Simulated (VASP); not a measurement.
Computed with eigenvalue-self-consistent GW0 on PBE orbitals, VASP's PBE PAW potentials (set 64) (plane waves; VASP 6.6.1).

Input for VASP

**KPOINTS**
```
Regular mesh
0
gamma
4 4 4
```

**INCAR**
```
! general
SYSTEM       =  CdTe
PREC         =  Normal
ENCUT        =  500
LREAL        =  .False.
LASPH        =  .True.   ! aspherical one-centre terms
NBANDS       =  160

! electronic loop
ALGO         =  EVGW0

! smearing
ISMEAR       =  0
SIGMA        =  0.01   ! width (eV)

! functional
GGA          =  PE

! output
LWAVE        =  .False.
LCHARG       =  .False.

! other
NELMGW       =  4
NOMEGA       =  64
ENCUTGW      =  200
NBANDSGW     =  21
LSPECTRALGW  =  .True.
```

POSCAR:
```
CdTe
1
    0.0000000000     3.2400000000     3.2400000000
    3.2400000000     0.0000000000     3.2400000000
    3.2400000000     3.2400000000     0.0000000000
Cd Te
1 1
Direct
  0.0000000000   0.0000000000   0.0000000000
  0.2500000000   0.2500000000   0.2500000000
```

POTCAR, in this order: Cd_sv_GW Te_GW (PBE.64 set). Program: vasp_std. Read from the step before: WAVECAR, WAVEDER.

What will the output report for the number of irreducible k-points (NKPTS), largest plane-wave count, number of space-group operations, FFT grid (NGX, NGY, NGZ)?

The number of irreducible k-points (NKPTS) is 8, the largest plane-wave count is 1759 and the number of space-group operations is 24. The FFT grid (NGX, NGY, NGZ) is 28 × 28 × 28.

The compound is CdTe in the zinc blende structure. The cell was not relaxed at this level.
